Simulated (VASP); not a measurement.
Method: PBE GGA, VASP's PBE PAW potentials (set 64) (plane waves; VASP).

Input for VASP

File POSCAR:
```
TiC
1
   -0.0000000000     2.1671076643     2.1671076643
    2.1671076643     0.0000000000     2.1671076643
    2.1671076643     2.1671076643     0.0000000000
Ti C
1 1
Direct
  0.0000000000   0.0000000000   0.0000000000
  0.5000000000   0.5000000000   0.5000000000
```

### KPOINTS
```
Automatic mesh
0
Gamma
16 16 16
0 0 0
```

### INCAR
```
ALGO = Normal
EDIFF = 1E-7
ENCUT = 520
GGA = PE
ISIF = 2
ISMEAR = -5
LASPH = .TRUE.
LCHARG = .TRUE.
LMAXMIX = 4
LORBIT = 11
LREAL = .FALSE.
LWAVE = .FALSE.
NEDOS = 601
NELM = 100
PREC = Accurate
SYSTEM = TiC
```

POTCAR, in this order: Ti_sv C (PBE.64 set). Program: vasp_std.

**Question.** What will the output report for the number of irreducible k-points (NKPTS), number of bands (NBANDS), largest plane-wave count, number of space-group operations, FFT grid (NGX, NGY, NGZ)?

**Answer.** 
The number of irreducible k-points (NKPTS) comes out as 145, the number of bands (NBANDS) comes out as 12 and the largest plane-wave count is 568. The number of space-group operations comes out as 48 and the FFT grid (NGX, NGY, NGZ) comes out as 24 × 24 × 24.

The compound is TiC in the rock salt structure. It was relaxed first.
